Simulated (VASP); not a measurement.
Given:

```
AgI
1.0
    0.00000     3.29506     3.29506
    3.29506     0.00000     3.29506
    3.29506     3.29506     0.00000
Ag I
1 1
Direct
  0.00000   0.00000   0.00000
  0.25000   0.25000   0.25000
```

The numbers are results of optB86b-vdW, VASP's PBE PAW potentials (set 64) (plane waves; VASP), not measurements. Settings: 520 eV cut-off, 7×7×7 Γ-centred mesh, Gaussian smearing of 0.050 eV, potentials Ag I.

Unless said otherwise, spin-orbit coupling is left out, though it shifts the bands of the heavy elements here.

### Question
Predict the energy per atom (σ→0), band gap (on the k-mesh) with the smallest direct gap where there is one.

### Answer

```
Quantity                                    Result
-----------------------------------  -------------
band gap (on the k-mesh)                   1.23 eV
smallest direct gap (on the k-mesh)        1.23 eV
energy per atom (σ→0)                0.126 eV/atom
```

The compound is AgI in the zinc blende structure, whereas wurtzite is the usual form. This cell is one point of a volume scan, at 1.03 of the reference volume.
